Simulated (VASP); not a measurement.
Given:

```xyz
4
Lattice="2.5019 0.0000 0.0000 -1.2509 2.1667 0.0000 0.0000 0.0000 4.1390" Properties=species:S:1:pos:R:3 pbc="T T T"
B      0.0000     1.4445     0.0015
B      1.2509     0.7222     2.0710
N      0.0000     1.4445     1.5506
N      1.2509     0.7222     3.6201
```

The numbers are results of PBEsol GGA, VASP's PBE PAW potentials (set 64) (plane waves; VASP), not measurements. Settings: 620 eV cut-off, 10×10×6 Γ-centred mesh, Gaussian smearing of 0.050 eV, potentials B N.

Task: Predict the energy per atom (σ→0), pressure.

Result: 
* **energy per atom (σ→0)**: -9.142 eV/atom
* **pressure**: 19.94 GPa

Only differences to runs with the same potentials and settings are physical.

The structure was generated: BN was put into the wurtzite type (P6_3mc), which need not be its known phase. It was relaxed first under an external pressure of 20 GPa.
